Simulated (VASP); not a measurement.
```
CELL_PARAMETERS angstrom
      0.00000     2.55642     2.55642
      2.55642     0.00000     2.55642
      2.55642     2.55642     0.00000
ATOMIC_POSITIONS crystal
  Be 0.00000 0.00000 0.00000
  Se 0.25000 0.25000 0.25000
```

All values below come from rev-vdW-DF2, VASP's PBE PAW potentials (set 64) (plane waves; VASP). Numerical set-up: 520 eV cut-off, 9×9×9 Γ-centred mesh, Gaussian smearing of 0.050 eV, potentials Be Se.

Q: What does the run give for the energy per atom (σ→0), pressure?

A: 
```json
{
  "energy per atom (σ→0)": "-3.572 eV/atom",
  "pressure": "2.51 GPa"
}
```

The absolute energy has meaning only against runs of the same code, potentials and settings.

The compound is BeSe in the zinc blende structure. This cell is one point of a volume scan, at 0.97 of the reference volume.
